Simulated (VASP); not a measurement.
Computed with PBE GGA, VASP's PBE PAW potentials (set 64) (plane waves; VASP).

Input for VASP

**POSCAR**
```
Li3Al
1
    3.9038550000     0.0000000000     0.0000000000
    0.0000000000     3.9038550000     0.0000000000
    0.0000000000     0.0000000000     3.9038550000
Li Al
3 1
Direct
  0.0051290000   0.5095880000   0.4936520000
  0.5016310000   0.4947160000   0.0051890000
  0.4937490000  -0.0012690000   0.5033860000
 -0.0005080000  -0.0030350000  -0.0022270000
```

### INCAR
```
# general
SYSTEM = Li3Al
PREC   = Accurate
ENCUT  = 400   # plane-wave cut-off (eV)
LREAL  = F   # projection in real space or not
LASPH  = T   # aspherical one-centre terms

# electronic loop
EDIFF  = 1E-6
NELM   = 100
ALGO   = Normal   # blocked Davidson

# smearing
ISMEAR = 0
SIGMA  = 0.1   # width (eV)

# functional
GGA    = PE

# ions
ISIF   = 2

# output
LWAVE  = F
LCHARG = F
```

### KPOINTS
```
kpoints
0
G
  6 6 6
0 0 0
```

POTCAR, in this order: Li_sv Al (PBE.64 set). Program: vasp_std.

What VASP printed:

**OUTCAR**
```
 ion  position               nearest neighbor table
   1  0.005  0.510  0.494-   4 2.71   4 2.74   4 2.78   4 2.81
   2  0.502  0.495  0.005-   4 2.75   4 2.76   4 2.76   4 2.77
   3  0.494  0.999  0.503-   4 2.73   4 2.76   4 2.76   4 2.79
   4  0.999  0.997  0.998-   1 2.71   3 2.73   1 2.74   2 2.75   3 2.76   2 2.76   2 2.76   3 2.76
                             2 2.77   1 2.78   3 2.79   1 2.81
  LATTYP: Found a simple cubic cell.
 ALAT       =     3.9038550000
 Subroutine PRICEL returns:
 Original cell was already a primitive cell.
 Subroutine GETGRP returns: Found  1 space group operations
The static configuration has the point symmetry C_1 .
The dynamic configuration has the point symmetry C_1 .
 Subroutine INISYM returns: Found  1 space group operations
 Subroutine IBZKPT returns following result:
 Found    112 irreducible k-points:

 Following reciprocal coordinates:
            Coordinates               Weight
  0.000000  0.000000  0.000000      1.000000
  0.166667  0.000000  0.000000      2.000000
  0.000000  0.166667  0.000000      2.000000
  0.000000  0.000000  0.166667      2.000000
  0.333333  0.000000  0.000000      2.000000
  0.000000  0.333333  0.000000      2.000000
  0.000000  0.000000  0.333333      2.000000
  0.500000  0.000000  0.000000      1.000000
  0.000000  0.500000  0.000000      1.000000
  0.000000  0.000000  0.500000      1.000000
  0.166667  0.166667  0.000000      2.000000
  0.000000  0.166667  0.166667      2.000000
  0.166667  0.000000  0.166667      2.000000
 -0.166667  0.166667  0.000000      2.000000
 -0.166667  0.000000  0.166667      2.000000
  0.000000 -0.166667  0.166667      2.000000
  0.333333  0.166667  0.000000      2.000000
  0.000000  0.333333  0.166667      2.000000
  0.166667  0.000000  0.333333      2.000000
 -0.166667  0.333333  0.000000      2.000000
 -0.333333  0.000000  0.166667      2.000000
...
```

OSZICAR:
```
       N       E                     dE             d eps       ncg     rms          rms(c)
DAV:   1     0.265215500437E+02    0.26522E+02   -0.50869E+03  2256   0.988E+02
DAV:   2    -0.172663436379E+01   -0.28248E+02   -0.27532E+02  2542   0.167E+02
DAV:   3    -0.929009126274E+01   -0.75635E+01   -0.75242E+01  4316   0.599E+01
DAV:   4    -0.951378831557E+01   -0.22370E+00   -0.22354E+00  2738   0.151E+01
DAV:   5    -0.952447264934E+01   -0.10684E-01   -0.10683E-01  3498   0.259E+00    0.139E+00
DAV:   6    -0.948712040574E+01    0.37352E-01   -0.28257E-02  2598   0.807E-01    0.771E-01
DAV:   7    -0.947229980073E+01    0.14821E-01   -0.12962E-02  2682   0.613E-01    0.197E-01
DAV:   8    -0.947096781956E+01    0.13320E-02   -0.31710E-03  3420   0.374E-01    0.838E-02
DAV:   9    -0.947095902706E+01    0.87925E-05   -0.21827E-04  2654   0.115E-01    0.418E-02
DAV:  10    -0.947095370790E+01    0.53192E-05   -0.21276E-05  2930   0.294E-02    0.424E-03
DAV:  11    -0.947095313977E+01    0.56812E-06   -0.23019E-06  1868   0.137E-02
   1 F= -.94709531E+01 E0= -.94592114E+01  d E =-.234834E-01
```

### OUTCAR
```
------------------------ aborting loop because EDIFF is reached ----------------------------------------
  FORCE on cell =-STRESS in cart. coord.  units (eV):
  Direction    XX          YY          ZZ          XY          YZ          ZX
  --------------------------------------------------------------------------------------
  Total        0.4202593      0.4151642      0.4282203      0.0007402     -0.0003240     -0.0045351
  in kB       11.3174054     11.1801968     11.5317924      0.0199337     -0.0087250     -0.1221279
  external PRESSURE =      11.3431316 kB  Pullay stress =       0.0000000 kB
  volume of cell :       59.50
      direct lattice vectors                 reciprocal lattice vectors
     3.903855000  0.000000000  0.000000000     0.256157055  0.000000000  0.000000000
     0.000000000  3.903855000  0.000000000     0.000000000  0.256157055  0.000000000
     0.000000000  0.000000000  3.903855000     0.000000000  0.000000000  0.256157055
 POSITION                                       TOTAL-FORCE (eV/Angst)
 -----------------------------------------------------------------------------------
      0.02002      1.98936      1.92715        -0.098943     -0.182391      0.117360
      1.95829      1.93130      0.02026         0.000023      0.056205     -0.089063
      1.92752      3.89890      1.96515         0.127546      0.045386     -0.039728
      3.90187      3.89201      3.89516        -0.028627      0.080800      0.011432
 -----------------------------------------------------------------------------------
    total drift:                                0.000013      0.001383     -0.001342
  FREE ENERGIE OF THE ION-ELECTRON SYSTEM (eV)
  ---------------------------------------------------
  free  energy   TOTEN  =        -9.4709531398 eV

  energy  without entropy=       -9.4474697070  energy(sigma->0) =       -9.45921142
```
(Selected blocks of OUTCAR.)

At this cut-off the stress carries a Pulay error, which pulls relaxed volumes low.

The structure was generated: Li3Al was put into an ordered model structure, which need not be its known phase. The cell was not relaxed at this level, atoms are displaced from their ideal sites. The run is one of a series of settings (KPOINTS 6×6×6 Γ-centred mesh against the base run), some of them coarse on purpose.
